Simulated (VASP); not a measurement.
An input for Quantum ESPRESSO's pw.x (written as the equivalent of a VASP run, and not itself run):

```
&CONTROL
  calculation = 'vc-relax'
  pseudo_dir = './pseudo'
  outdir = './out'
  tprnfor = .true.
  tstress = .true.
  nstep = 30
  forc_conv_thr = 0.00039
/
&SYSTEM
  ibrav = 0
  nat = 6
  ntyp = 2
  ecutwfc = 84
  occupations = 'smearing'
  smearing = 'gaussian'
  degauss = 0.003675
  input_dft = 'pw91'
/
&ELECTRONS
  conv_thr = 7.3e-09
  electron_maxstep = 100
/
&IONS
/
&CELL
  cell_dofree = 'shape'
/
ATOMIC_SPECIES
  Ti 47.867 Ti.upf
  O 15.999 O.upf
CELL_PARAMETERS angstrom
    -1.8627834    1.8627834    4.7499200
     1.8627834   -1.8627834    4.7499200
     1.8627834    1.8627834   -4.7499200
ATOMIC_POSITIONS crystal
  Ti   0.7500000  0.2500000  0.5000000
  Ti   0.0000000  0.0000000  0.0000000
  O    0.5433358  0.0433358  0.5000000
  O    0.7933358  0.7933358  0.0000000
  O    0.2066642  0.2066642  0.0000000
  O    0.9566642  0.4566642  0.5000000
K_POINTS automatic
  8 8 8 0 0 0
```

Question: Translate this input to VASP (INCAR, KPOINTS, POSCAR, choice of POTCAR).

Answer: Several could match; the one computed here: 
KPOINTS:
```
Automatic mesh
0
Gamma
8 8 8
0 0 0
```

INCAR:
```
! general
SYSTEM  = TiO2
PREC    = Accurate
ENCUT   = 520   ! plane-wave cut-off (eV)
LREAL   = .FALSE.   ! projection in real space or not
LASPH   = .TRUE.

! electronic loop
EDIFF   = 1E-7   ! SCF stop (eV)
NELM    = 100   ! most electronic steps
ALGO    = Normal   ! blocked Davidson
LMAXMIX = 4   ! l cut-off of mixed one-centre charges

! smearing
ISMEAR  = 0   ! Gaussian
SIGMA   = 0.05   ! width (eV)

! functional
GGA     = 91   ! PW91

! ions
IBRION  = 2   ! conjugate gradients
NSW     = 30   ! most ionic steps
ISIF    = 4   ! ions and shape, fixed volume
EDIFFG  = -0.01

! output
LWAVE   = .FALSE.
LCHARG  = .FALSE.
```

### POSCAR
```
TiO2
1
   -1.8627834191     1.8627834191     4.7499200278
    1.8627834191    -1.8627834191     4.7499200278
    1.8627834191     1.8627834191    -4.7499200278
Ti O
2 4
Direct
  0.7500000000   0.2500000000   0.5000000000
  0.0000000000   0.0000000000   0.0000000000
  0.5433358060   0.0433358060   0.5000000000
  0.7933358060   0.7933358060   0.0000000000
  0.2066641940   0.2066641940   0.0000000000
  0.9566641940   0.4566641940   0.5000000000
```

POTCAR, in this order: Ti_sv O (PBE.64 set). Program: vasp_std.

The two are equivalent in intent, not identical: the potentials are each code's own (VASP's PAW set, PseudoDojo norm-conserving files in pw.x), so ENCUT and ecutwfc are chosen apart and not converted; conv_thr bounds pw.x's estimated SCF error, while EDIFF bounds the energy change between steps; forc_conv_thr acts on force components and is met together with etot_conv_thr.

The compound is TiO2 in the anatase structure, one of several forms; rutile is the usual stable one. This cell is one point of a volume scan, at 0.94 of the reference volume. Symmetry was kept, so distortions that lower it aren't found.
